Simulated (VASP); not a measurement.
# Ir: a series in biaxial strain in the (111) plane

How do stress and energy of Ir follow biaxial strain in the (111) plane?

Calculated with VASP 6.6.1; PBEsol; plane waves and PAW (Ir), in the first sound run; inputs show where later runs differ.

This is a report of a sequence of runs, with most program output left out.

## Step 1: Starting point

Symmetry: Fm-3m, No. 225, cubic system. Conventional cell: a = 3.840 Å, b = 3.840 Å, c = 3.840 Å, α = 90.00°, β = 90.00°, γ = 90.00°. Nearest to Ir lie 12 Ir at 2.72 Å.

Structure file:

```cif
data_structure
_symmetry_space_group_name_H-M 'Fm-3m'
_symmetry_Int_Tables_number 225
_cell_length_a 3.8400
_cell_length_b 3.8400
_cell_length_c 3.8400
_cell_angle_alpha 90.000
_cell_angle_beta 90.000
_cell_angle_gamma 90.000
_cell_volume 56.62
loop_
_atom_site_label
_atom_site_type_symbol
_atom_site_symmetry_multiplicity
_atom_site_Wyckoff_symbol
_atom_site_fract_x
_atom_site_fract_y
_atom_site_fract_z
_atom_site_occupancy
Ir1 Ir 4 a 0.00000 0.00000 0.00000 1
```

## Step 2: Relax the crystal, PBEsol

The series starts from the cell that this level prefers, so that zero strain is near zero stress.

Level: PBEsol; plane waves and PAW (Ir).

INCAR

```
SYSTEM = Ir
PREC = Accurate
ENCUT = 450
EDIFF = 1E-07
NELM = 120
ISMEAR = 1
SIGMA = 0.15
LREAL = .FALSE.
ALGO = Normal
GGA = PS
NBANDS = 10
LASPH = .TRUE.
LORBIT = 11
LWAVE = .FALSE.
LCHARG = .FALSE.
KPAR = 8
IBRION = 2
NSW = 40
ISIF = 3
EDIFFG = -0.005
POTIM = 0.4
```

POSCAR

```
Ir
1.0
    0.0000000000      1.9200000000      1.9200000000
    1.9200000000      0.0000000000      1.9200000000
    1.9200000000      1.9200000000      0.0000000000
Ir
1
Direct
    0.0000000000      0.0000000000      0.0000000000
```

KPOINTS

```
Automatic mesh
0
Gamma
26 26 26
0 0 0
```

The projector-augmented-wave data sets are Ir (PBE family, release 64).

Launch:

```bash
> mpirun -np 8 vasp_std
```

Elapsed: 12 s, on 8 MPI ranks of Intel Xeon 6975P-C (Granite Rapids), shared host; peak memory 1.4 GiB; 73 s of CPU time.

Numbers from this step:

| Item | Value |
| --- | --- |
| energy(sigma→0) of the program | -9.8214 eV |
| stress, compression positive | 0.00 along [111], 0.00 across it (mean), GPa |
| volume | 14.082 Å³ |
| ionic steps | 3 |

## Step 3: Strain along the normal, PBEsol

One member in full: the plane is strained by 2 %, and the strain along the normal is moved by secant steps until the normal stress is under 0.012 GPa or five steps are spent; the atoms relax at each step.

This step took 4 runs, each at a new trial strain with the atoms of the one before; the last is shown.

Level: PBEsol; plane waves and PAW (Ir).

Edit INCAR of step 2 so:

```diff
@@ -15,7 +15,7 @@
 LCHARG = .FALSE.
-KPAR = 8
-IBRION = 2
-NSW = 40
-ISIF = 3
-EDIFFG = -0.005
-POTIM = 0.4
+KPAR = 2
+IBRION = 1
+NSW = 25
+ISIF = 2
+EDIFFG = -0.004
+POTIM = 0.3
```

POSCAR

```
Ir
1.0
   -0.0385425650      1.9164284030      1.9164284030
    1.9164284030     -0.0385425650      1.9164284030
    1.9164284030      1.9164284030     -0.0385425650
Ir
1
Direct
    0.0000000000      0.0000000000      0.0000000000
```

KPOINTS is that of step 2.

Launch:

```bash
> mpirun -np 2 vasp_std
```

The job ended after 34 s (2 MPI ranks; peak memory 0.59 GiB).

Numbers from this step:

* energy(sigma→0) of the program: -9.7935 eV
* stress, compression positive: 0.00 along [111], -15.28 across it (mean), GPa
* ionic steps: 1

## Step 4: The table

The other members went through these steps as far as the tables show, with the same cutoff and, step by step, the same mesh; 30 runs are not shown. The session took 0.67 core hours (wall time by ranks) on a shared machine.

| in-plane strain (%) | strain along the normal (%) | in-plane stress, tension positive (GPa) | energy above the unstrained row, extrapolated to no smearing (meV/atom) |
| --- | --- | --- | --- |
| -2.000 | 1.055 | -19.743 | 33.097 |
| -1.500 | 0.790 | -14.318 | 18.265 |
| -1.000 | 0.526 | ? | ? |
| -0.500 | 0.263 | -4.468 | 1.990 |
| 0 | 0.000 | -0.001 | 0.000 |
| 0.500 | -0.258 | 4.195 | 1.802 |
| 1.000 | -0.514 | 8.129 | 7.182 |
| 1.500 | -0.767 | 11.821 | 15.931 |
| 2.000 | -1.016 | 15.276 | 27.877 |

## Step 5: A fit to the known rows

A least-squares parabola through the 8 rows shown, with e the strain in %: stress = − 0.5565 e² + 8.734 e − 0.006529 (GPa), r.m.s. residual 0.036 GPa.

At e = -1 this predicts -9.297 GPa.

## Step 6: The withheld row

The calculation gives -9.235 GPa, so the prediction is 0.062 GPa too low, within twice the residual of the fit.

Slopes at zero strain, from cubics through all rows: strain ratio -0.521, stress over strain 866 GPa.

## Step 7: Results

| Property | Result |
| --- | --- |
| error of the predicted stress | -0.062 GPa |
| ratio of normal to in-plane strain | -0.521 |
| biaxial modulus | 866 GPa |

**Reading.** As a check, the curvature of the energy gives 861 GPa for the same modulus (energy per volume = M × strain²), 1 % from the slope of the stress. These are static values: temperature and zero-point motion are left out. In a metal the slopes also depend on mesh and smearing, which were held through the series.

[Lines on the potential files, build, host, timing and source positions are cut from VASP's logs without a mark.]

[Logs are printed without paths, hosts, clocks, repeated set-up lines and the standing remarks that a program may print on its own settings, such as how far it seeks lower states.]

[Hosts, paths, dates, database ids (printed as entryN), source tags and the programs' standing remarks are cut or masked in the printed files.]

[In band tables of VASP the shares of atoms and orbitals are scaled to a sum of 1 inside the atoms' spheres.]
